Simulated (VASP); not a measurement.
Consider the following.

```
InP
1.0
    0.00000     2.91791     2.91791
    2.91791     0.00000     2.91791
    2.91791     2.91791     0.00000
In P
1 1
Cartesian
  0.00000   0.00000   0.00000
  1.45896   1.45896   1.45896
```

Method: HSEsol screened hybrid, VASP's PBE PAW potentials (set 64) (plane waves; VASP 6.6.1). Run with 520 eV cut-off, 6×6×6 Γ-centred mesh, Gaussian smearing of 0.050 eV, potentials In_d P.

Unless said otherwise, spin-orbit coupling is left out, though it shifts the bands of the heavy elements here.

Problem. Estimate the energy per atom (σ→0), band gap (on the k-mesh) with the smallest direct gap where there is one.

Solution. 
```
Property                                              Value
-----------------------------------  ----------------------
band gap (on the k-mesh)                            1.48 eV
smallest direct gap (on the k-mesh)                 1.48 eV
energy per atom (σ→0)                -508.0 kJ/mol of atoms
```

Total energies compare only between runs with the same potentials, cut-off and functional.

The compound is InP in the zinc blende structure. This cell is one point of a volume scan, at 0.94 of the reference volume. The cell's shape comes from a PBE relaxation.
